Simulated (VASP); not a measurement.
Calculation: PBE GGA, VASP's PBE PAW potentials (set 64) (plane waves; VASP 6.6.1).

The input files of a VASP run:

**INCAR**
```
! general
SYSTEM = SiC
PREC   = Accurate
ENCUT  = 520
LREAL  = F
LASPH  = T

! electronic loop
EDIFF  = 1E-6
NELM   = 100
ALGO   = Normal

! smearing
ISMEAR = 0
SIGMA  = 0.05

! functional
GGA    = PE

! ions
ISIF   = 2

! output
LWAVE  = F
LCHARG = F
```

KPOINTS:
```
Automatic mesh
0
Gamma
8 8 8
0 0 0
```

POSCAR:
```
SiC
3.1446450
  0.0000000000   0.7071068435   0.7071068435
  0.7071068435   0.0000000000   0.7071068435
  0.7071068435   0.7071068435   0.0000000000
Si C
1 1
Direct
  0.0000000000   0.0000000000   0.0000000000
  0.2500000000   0.2500000000   0.2500000000
```

POTCAR, in this order: Si C (PBE.64 set). Program: vasp_std.

The resulting files:

**OUTCAR**
```
 ion  position               nearest neighbor table
   1  0.000  0.000  0.000-   2 1.93   2 1.93   2 1.93   2 1.93
   2  0.250  0.250  0.250-   1 1.93   1 1.93   1 1.93   1 1.93
  LATTYP: Found a face centered cubic cell.
 ALAT       =     4.4472000000
 Subroutine PRICEL returns:
 Original cell was already a primitive cell.
 Subroutine GETGRP returns: Found 24 space group operations
The static configuration has the point symmetry T_d .
The dynamic configuration has the point symmetry T_d .
 Subroutine INISYM returns: Found 24 space group operations
 Subroutine IBZKPT returns following result:
 Found     29 irreducible k-points:

 Following reciprocal coordinates:
            Coordinates               Weight
  0.000000  0.000000  0.000000      1.000000
  0.125000  0.000000  0.000000      8.000000
  0.250000  0.000000  0.000000      8.000000
  0.375000  0.000000  0.000000      8.000000
  0.500000  0.000000  0.000000      4.000000
  0.125000  0.125000  0.000000      6.000000
  0.250000  0.125000  0.000000     24.000000
  0.375000  0.125000  0.000000     24.000000
  0.500000  0.125000  0.000000     24.000000
...
```

### OSZICAR
```
       N       E                     dE             d eps       ncg     rms          rms(c)
DAV:   1     0.301023507737E+01    0.30102E+01   -0.40503E+03   480   0.830E+02
DAV:   2    -0.163795505608E+02   -0.19390E+02   -0.18610E+02   696   0.106E+02
DAV:   3    -0.167235137931E+02   -0.34396E+00   -0.34396E+00   496   0.168E+01
DAV:   4    -0.167247703538E+02   -0.12566E-02   -0.12566E-02   744   0.116E+00
DAV:   5    -0.167247714910E+02   -0.11372E-05   -0.11372E-05   512   0.220E-02    0.821E+00
DAV:   6    -0.150748784438E+02    0.16499E+01   -0.74911E+00   480   0.151E+01    0.357E+00
DAV:   7    -0.150382449105E+02    0.36634E-01   -0.27122E-01   712   0.381E+00    0.166E+00
DAV:   8    -0.150309821715E+02    0.72627E-02   -0.17861E-02   488   0.123E+00    0.170E-01
DAV:   9    -0.150312706045E+02   -0.28843E-03   -0.93251E-04   744   0.252E-01    0.105E-01
DAV:  10    -0.150313918864E+02   -0.12128E-03   -0.24321E-04   648   0.119E-01    0.223E-02
DAV:  11    -0.150313926915E+02   -0.80509E-06   -0.54475E-05   576   0.442E-02    0.599E-03
DAV:  12    -0.150313928183E+02   -0.12685E-06   -0.20822E-06   488   0.110E-02
   1 F= -.15031393E+02 E0= -.15031393E+02  d E =-.964489E-14
```

OUTCAR:
```
------------------------ aborting loop because EDIFF is reached ----------------------------------------
  FORCE on cell =-STRESS in cart. coord.  units (eV):
  Direction    XX          YY          ZZ          XY          YZ          ZX
  --------------------------------------------------------------------------------------
  Total       -1.2249568     -1.2249568     -1.2249568      0.0000000      0.0000000     -0.0000000
  in kB      -89.2547566    -89.2547566    -89.2547566      0.0000000      0.0000000     -0.0000000
  external PRESSURE =     -89.2547566 kB  Pullay stress =       0.0000000 kB
  volume of cell :       21.99
      direct lattice vectors                 reciprocal lattice vectors
     0.000000000  2.223600000  2.223600000    -0.224860586  0.224860586  0.224860586
     2.223600000  0.000000000  2.223600000     0.224860586 -0.224860586  0.224860586
     2.223600000  2.223600000  0.000000000     0.224860586  0.224860586 -0.224860586
  FREE ENERGIE OF THE ION-ELECTRON SYSTEM (eV)
  ---------------------------------------------------
  free  energy   TOTEN  =       -15.0313928183 eV

  energy  without entropy=      -15.0313928183  energy(sigma->0) =      -15.03139282
```
(Selected blocks of OUTCAR.)

The compound is SiC in the zinc blende structure. The cell was not relaxed at this level.
